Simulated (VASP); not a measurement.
An input for Quantum ESPRESSO's pw.x (written as the equivalent of a VASP run, and not itself run):

```
&CONTROL
  calculation = 'scf'
  pseudo_dir = './pseudo'
  outdir = './out'
  tprnfor = .true.
  tstress = .false.
/
&SYSTEM
  ibrav = 0
  nat = 5
  ntyp = 3
  ecutwfc = 72
  occupations = 'smearing'
  smearing = 'fermi-dirac'
  degauss = 0.00147
  input_dft = 'pbe0'
  nqx1 = 3
  nqx2 = 3
  nqx3 = 3
/
&ELECTRONS
  conv_thr = 7.3e-07
  electron_maxstep = 100
/
ATOMIC_SPECIES
  Cs 132.905 Cs.upf
  Sn 118.710 Sn.upf
  I 126.904 I.upf
CELL_PARAMETERS angstrom
     6.2755430    0.0000000    0.0000000
     0.0000000    6.2755430    0.0000000
     0.0000000    0.0000000    6.2755430
ATOMIC_POSITIONS crystal
  Cs   0.5000000  0.5000000  0.5000000
  Sn   0.0000000  0.0000000  0.0000000
  I    0.5000000  0.0000000  0.0000000
  I    0.0000000  0.5000000  0.0000000
  I    0.0000000  0.0000000  0.5000000
K_POINTS automatic
  3 3 3 0 0 0
```

### Question
Translate this input to VASP (INCAR, KPOINTS, POSCAR, choice of POTCAR).

### Answer
Several could match; the one computed here: 
**INCAR**
```
# general
SYSTEM   = CsSnI3
PREC     = Accurate
ENCUT    = 300   # plane-wave cut-off (eV)
LREAL    = .FALSE.   # projection in real space or not
LASPH    = .TRUE.
ISYM     = 3

# electronic loop
EDIFF    = 1E-05
NELM     = 100   # most electronic steps
ALGO     = Normal
LMAXMIX  = 4

# smearing
ISMEAR   = -1
SIGMA    = 0.02   # width (eV)

# functional
GGA      = PE   # PBE
LHFCALC  = .TRUE.
AEXX     = 0.25
HFRCUT   = -1
PRECFOCK = Fast

# ions
ISIF     = 2   # forces and stress, cell fixed

# output
LWAVE    = .FALSE.
LCHARG   = .FALSE.
```

### KPOINTS
```
Automatic mesh
0
G
  3 3 3
0 0 0
```

**POSCAR**
```
CsSnI3
1
    6.2755430000     0.0000000000     0.0000000000
    0.0000000000     6.2755430000     0.0000000000
    0.0000000000     0.0000000000     6.2755430000
Cs Sn I
1 1 3
Direct
  0.5000000000   0.5000000000   0.5000000000
  0.0000000000   0.0000000000   0.0000000000
  0.5000000000   0.0000000000   0.0000000000
  0.0000000000   0.5000000000   0.0000000000
  0.0000000000   0.0000000000   0.5000000000
```

POTCAR, in this order: Cs_sv Sn_d I (PBE.64 set). Program: vasp_std.

Limits of the translation: the potentials are each code's own (VASP's PAW set, PseudoDojo norm-conserving files in pw.x), so ENCUT and ecutwfc are chosen apart and not converted; conv_thr bounds pw.x's estimated SCF error, while EDIFF bounds the energy change between steps; the singularity of exact exchange is treated differently by default.

The structure comes from a computed database's CsSnI3 entry; how it stands against other phases isn't given here. The cell was not relaxed at this level. The run is one of a series of settings (EDIFF = 1E-05 against the base run), some of them coarse on purpose.
